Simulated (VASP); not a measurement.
Energy against volume of CsCl (CsCl type). Computed with revTPSS meta-GGA, VASP's PBE PAW potentials (set 64) (plane waves; VASP). Numerical set-up: 520 eV cut-off, 7×7×7 Γ-centred mesh, Gaussian smearing of 0.050 eV, potentials Cs_sv Cl.

```tsv
V (Å³/atom)	E (eV/atom)
34.707	6.94410
35.780	6.94220
36.854	6.94336
37.927	6.94704
```

**Question.** Fit these four points and predict the energy of the run at 33.633 Å³/atom.

**Answer.** A cubic in V^(−2/3), the third-order Birch-Murnaghan form, passes through the four points with V0 = 35.88 Å³/atom and B0 = 15 GPa, and gives 6.9497 eV/atom there. The run gave 6.9498 eV/atom, +0.1 meV/atom from the fit; all five points give B0 = 15 GPa.

The compound is CsCl in the CsCl type structure. It was relaxed first.
